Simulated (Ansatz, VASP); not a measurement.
# Sr2H3I in two plane-wave programs, part 2 of 2

Aim: how closely do two programs agree when they are given the same cell, functional and k mesh? The cell is taken from a series of runs on this material, whose earlier steps may have relaxed, scaled, displaced or heated it; both programs get it as it stands.

VASP 6.6.1 and Ansatz 0.2.0.

So far: Starting point; VASP: G0W0 gap, LDA.

### Step 3. Ansatz: G0W0 gap, LDA

Level of this step: Ansatz beside VASP: Kohn-Sham DFT, plane waves, LDA (Ansatz).

Ansatz runs on its default PAW (the set named soft_2) files.

The same cell, functional (in two slightly different forms) and mesh now go to Ansatz, which takes its cutoff from its data sets.

Input file input.yaml:

```yaml
crystal:
  lattice:
    - [8.4854575342, 0.0, 0.0]
    - [-4.242728767, 7.3486217874, 0.0]
    - [0.0, 0.0, 7.68274743]
  atoms:
    - { symbol: Sr, position: [0.333333335, 0.166666665, 0.67865529] }
    - { symbol: Sr, position: [0.166666665, 0.333333335, 0.32134471] }
    - { symbol: H, position: [0.0, 0.0, 0.5] }
    - { symbol: H, position: [0.333333335, 0.166666665, 0.3572515] }
    - { symbol: H, position: [0.166666665, 0.333333335, 0.6427485] }
    - { symbol: I, position: [0.0, 0.0, 0.0] }
    - { symbol: Sr, position: [0.333333335, 0.666666665, 0.67865529] }
    - { symbol: Sr, position: [0.166666665, 0.833333335, 0.32134471] }
    - { symbol: H, position: [0.0, 0.5, 0.5] }
    - { symbol: H, position: [0.333333335, 0.666666665, 0.3572515] }
    - { symbol: H, position: [0.166666665, 0.833333335, 0.6427485] }
    - { symbol: I, position: [0.0, 0.5, 0.0] }
    - { symbol: Sr, position: [0.833333335, 0.166666665, 0.67865529] }
    - { symbol: Sr, position: [0.666666665, 0.333333335, 0.32134471] }
    - { symbol: H, position: [0.5, 0.0, 0.5] }
    - { symbol: H, position: [0.833333335, 0.166666665, 0.3572515] }
    - { symbol: H, position: [0.666666665, 0.333333335, 0.6427485] }
    - { symbol: I, position: [0.5, 0.0, 0.0] }
    - { symbol: Sr, position: [0.833333335, 0.666666665, 0.67865529] }
    - { symbol: Sr, position: [0.666666665, 0.833333335, 0.32134471] }
    - { symbol: H, position: [0.5, 0.5, 0.5] }
    - { symbol: H, position: [0.833333335, 0.666666665, 0.3572515] }
    - { symbol: H, position: [0.666666665, 0.833333335, 0.6427485] }
    - { symbol: I, position: [0.5, 0.5, 0.0] }
kpoints:
  mp_grid: { grid: [3, 3, 2] }
hamiltonian:
  xc: lda
scf:
  occupations: { method: fixed }
gw:
  n_empty_bands: 504
  ecut_chi: 60.0
  qp_bands: [v1, c1]
  qp_kpoints: band_edges
  screening: { model: contour_deformation }
```

Run with:

```
ansatz run input.yaml --threads 16 --pin off --max-ram 36864MiB --backend cpu --events-out ev --progress --plain --runs-dir out
```

Numbers of over 12 decimals in the logs are rounded to 6 here.

Output:

```text
Engine: ansatz 0.2.0, aarch64-unknown-linux-gnu
Pseudopotentials: kind: paw
Pseudopotential: Sr, paw, valence charge 10, recommended cutoff 420 eV (normal), Sr.paw.azcp
Pseudopotential: H, paw, valence charge 1, recommended cutoff 420 eV (normal), H.paw.azcp
Pseudopotential: I, paw, valence charge 17, recommended cutoff 420 eV (normal), I.paw.azcp
Functional definition: SPW92
  exchange = slater_x
  correlation = pw_c
Crystal: 24 atoms, lattice volume = 479.069 Å³
Basis set: ecut = 420 eV, 9391 PW (Γ)
Bands: 104, of which v1, the nominal top of the filled ones, is band 80 counted from 1 (79 counted from 0)
Symmetry: 48 space group operations
Space group: P-3m1 (ITA 164), of the structure as read, at distance tolerance 7.8e-5 Å
k-points: 6 of 18
Non-local potential: Sr, projectors of the file, l = 0: 3, l = 1: 2, l = 2: 2
Non-local potential: H, projectors of the file, l = 0: 2, l = 1: 1
Non-local potential: I, projectors of the file, l = 0: 2, l = 1: 2, l = 2: 2, l = 3: 2
PAW form: soft (Blöchl's): semilocal exchange-correlation on the pseudo side does not see the compensation charge
PAW frozen core: Sr, regenerated for the run's functional, and the local potential with it (the file was generated under x = pbe(κ = 0.804, μ = 0.219515), c = pbe(β = 0.066725))
PAW frozen core: I, regenerated for the run's functional, and the local potential with it (the file was generated under x = pbe(κ = 0.804, μ = 0.219515), c = pbe(β = 0.066725))
PAW one-centre angular grid: Sr, 110 points (default); XC on 64 Gauss nodes
PAW one-centre angular grid: H, 110 points (default); XC on 64 Gauss nodes
PAW one-centre angular grid: I, 590 points (default); XC on 64 Gauss nodes
Initial density: superposition of atomic densities (neutral atoms: chi_scale 0, normalization atom), corrected by the library's trained network
Initial wavefunctions: pseudopotential atomic-orbital guess
Functional: x = slater, c = lda
SCF iter   1: F=—  HF=-57187.585000 eV  |F-HF|=—  |Δ(HF+E_count)|=         —  Δρ=9.08e-3  dr2=3.24e-1  ethr=1.77e-3  ⟨swp⟩=6.7  Hψ=2357  notcnv=0  defer=124
preconditioner: auto → Resta (q_TF=auto, 2.273 Å⁻¹)  ε∞=3.9  [insulator: Δε(μ)=1.531 eV  Ē_g=6.853 eV  n_scr=94 (ndim 8)  ℏωp=11.8 eV  f_vac=0.000  ε∞_Penn≈3.9]
SCF iter   2: F=—  HF=-57187.498994 eV  |F-HF|=—  |Δ(HF+E_count)|=   8.60e-2  Δρ=4.02e-3  dr2=6.57e-2  ethr=2.03e-4  ⟨swp⟩=2.5  Hψ=856  notcnv=0  defer=127
SCF iter   3: F=—  HF=-57187.479510 eV  |F-HF|=—  |Δ(HF+E_count)|=   1.95e-2  Δρ=4.71e-4  dr2=7.64e-4  ethr=4.11e-5  ⟨swp⟩=2.8  Hψ=896  notcnv=0  defer=129
SCF iter   4: F=—  HF=-57187.479716 eV  |F-HF|=—  |Δ(HF+E_count)|=   2.06e-4  Δρ=7.69e-5  dr2=2.42e-5  ethr=4.78e-7  ⟨swp⟩=3.0  Hψ=965  notcnv=0  defer=129
SCF iter   5: F=—  HF=-57187.479712 eV  |F-HF|=—  |Δ(HF+E_count)|=   4.12e-6  Δρ=2.27e-5  dr2=2.20e-6  ethr=1.51e-8  ⟨swp⟩=2.0  Hψ=1041  notcnv=0  defer=129
SCF iter   6: F=—  HF=-57187.479713 eV  |F-HF|=—  |Δ(HF+E_count)|=   5.27e-7  Δρ=5.04e-6  dr2=1.23e-7  ethr=1.38e-9  ⟨swp⟩=2.2  Hψ=847  notcnv=0  defer=129
SCF iter   7: F=-57187.479713 eV  HF=-57187.479713 eV  |F-HF|=2.57e-9  |Δ(HF+E_count)|=   2.45e-8  Δρ=1.19e-6  dr2=1.30e-8  ethr=6.25e-11  ⟨swp⟩=23.5  Hψ=4912  notcnv=0
SCF 1 converged in 7 iterations: F = -57187.479713 eV  dr2 = 1.30e-8
  greatest PAW one-centre occupation: 1.000 electrons in one spin orbital (limit 2), on the I atom at site 23 (counted from 0), in its partial waves of l = 2
NSCF: frozen V_eff on 6 k-points
G₀W₀ screening: q 1/6
[... further progress lines ...]
NSCF: frozen V_eff on 1 k-points
NSCF: frozen V_eff on 1 k-points
SCF converged after 7 iterations
Free energy (F): -57187.479713 eV
Harris-Foulkes:  -57187.479713 eV  (|F-HF|=2.57e-9)
Internal energy: -57187.479713 eV  (E = F + TS)
E sigma→0 (E₀):  -57187.479713 eV
Fermi energy:    7.055890 eV
--- Per-component energies (eV) ---
  E_band       = -2358.263444
  E_kinetic    = 2874.513962
  E_local      = -13655.605535  (includes V_loc(G=0)·N_el)
  E_nonlocal   = 1320.515498
  E_hartree    = 5543.373694
  E_xc         = -1987.698473
  E_vxc        = -1947.464575  (∫ρ·V_xc dr)
  E_paw        = -39423.960721  (= ΣΔE_a)
  E_vpaw       = -2036.958448  (= ΣTr[D̂ρ^β])
  E_aug_tail   = -0.013037  (compensation charges beyond the density's cutoff)
  E_ewald      = -11864.083046
  E_core_change = 5.477944  (= ΣΔE_core)
  E_smearing   = -0.000000  (= −TS)
  E_closure    = 0.000000  (closes the sum)
  Σ components = -57187.479713   (vs F -57187.479713, Δ=0.00e0)
--- Band table (eV; the first three rows and the last of 6) ---
  k-point 0: bands = [... 76 lower, 4.5435, 4.5659, 4.5659, 6.9414, 9.3526, 9.3526, 9.3526, 9.6308, ... 20 higher]
  k-point 1: bands = [... 76 lower, 4.5733, 4.5733, 4.5733, 7.0559, 8.9493, 8.9493, 8.9493, 9.3795, ... 20 higher]
  k-point 2: bands = [... 76 lower, 4.6502, 4.6502, 5.1215, 6.2126, 9.0940, 9.0940, 9.7089, 9.7505, ... 20 higher]
  k-point 5: bands = [... 76 lower, 4.3886, 5.2910, 5.2910, 5.2910, 8.8095, 8.8095, 8.8095, 9.8560, ... 20 higher]
--- G₀W₀: contour deformation, 6 samples at zero and on the imaginary axis and 1 off it, 18 q-points, 504 empty bands' worth ---
  eigenvalues of the whole cell's RPA ε∞ on this k-mesh (on a slab, of 1 + 4πα/V) = 4.3936, 4.7091, 4.7091; static W/v taken at q = 0 is 0.219675
  bands read: the sum over 584 bands ends inside a degenerate multiplet in 3 slots, whose members it reads at an even weight; the widest, k=1: bands 584 to 586 (counted from 1) at 1/3 each
  gw.qp_kpoints: band_edges: 6 of 6 stored k-points solved, in 1 pass; an edge of the gap read off the rows below is read off those points alone
    ik  band        ε_KS         Σx   Σc(E_QP)       V_xc       Z   E_QP_lin       E_QP  E_QP is
     0    80      6.9414   -13.2148     1.6256   -10.8875  0.7727     6.2333     6.2396  root
     0    81      9.3526    -5.5378    -3.9363   -10.4669  0.8021    10.3616    10.3453  root
     1    80      7.0559   -13.4630     1.6856   -11.0526  0.7729     6.3244     6.3311  root
     1    81      8.9493    -5.2617    -3.7293    -9.9017  0.8104     9.8719     9.8600  root
     2    80      6.2126   -13.3339     1.7047   -10.9741  0.7693     5.5511     5.5574  root
     2    81      9.0940    -5.6016    -3.8781   -10.4551  0.8041    10.0841    10.0694  root
     3    80      6.1095   -13.0486     1.6867   -10.7059  0.7683     5.4471     5.4536  root
     3    81      8.9802    -5.7550    -3.8967   -10.6281  0.8034     9.9715     9.9565  root
     4    80      5.4221   -13.7060     2.0346   -10.9706  0.7606     4.7124     4.7214  root
     4    81      8.9219    -5.4310    -3.8621   -10.2504  0.8056     9.8931     9.8793  root
     5    80      5.2910   -13.4211     2.0659   -10.6483  0.7571     4.5743     4.5841  root
     5    81      8.8095    -5.7368    -3.8917   -10.6273  0.8040     9.8235     9.8082  root
```

### Step 4. Differences

Known differences besides the potentials themselves: the two LDA forms differ slightly; fixed occupations in Ansatz, narrow Gaussian smearing in VASP; the data sets hold 160 valence electrons in Ansatz (on its default PAW (the set named soft_2) files) and 120 in VASP; the cutoff is 420 eV in Ansatz and 320 eV in VASP (PREC = Accurate, projectors in real space); VASP's log shows a relativistic correction to its local exchange, Ansatz's none; Ansatz integrates over frequency by contour deformation, VASP on a grid of NOMEGA points; Ansatz's G0W0 levels solve the quasiparticle equation, VASP's are linearised. Total energies have different zeros and are not compared.

The two programs side by side:

```tsv
quantity	Ansatz	VASP	difference
G0W0 gap on the mesh (eV)	3.48	3.44	+0.04
Kohn-Sham gap under it (eV)	1.75	1.73	+0.03
```

### Step 5. What came out

* difference in G0W0 gap on the mesh (G0W0 gap, LDA): 0.042 eV

**Reading.** The difference in G0W0 gap on the mesh is 0.042 eV (G0W0 gap, LDA). The data sets hold unlike numbers of valence electrons (160 in Ansatz and 120 in VASP), so part of the differences comes from the potentials. Such differences can come from data sets, numerical settings and the points named under the comparisons, not from the functional's error against experiment.

[Lines on the potential files, build, host, timing and source positions are cut from VASP's logs without a mark.]

[Logs are printed without paths, hosts, clocks, repeated set-up lines and the standing remarks that a program may print on its own settings, such as how far it seeks lower states.]

[Hosts, paths, dates, database ids (printed as entryN), source tags and the programs' standing remarks are cut or masked in the printed files.]
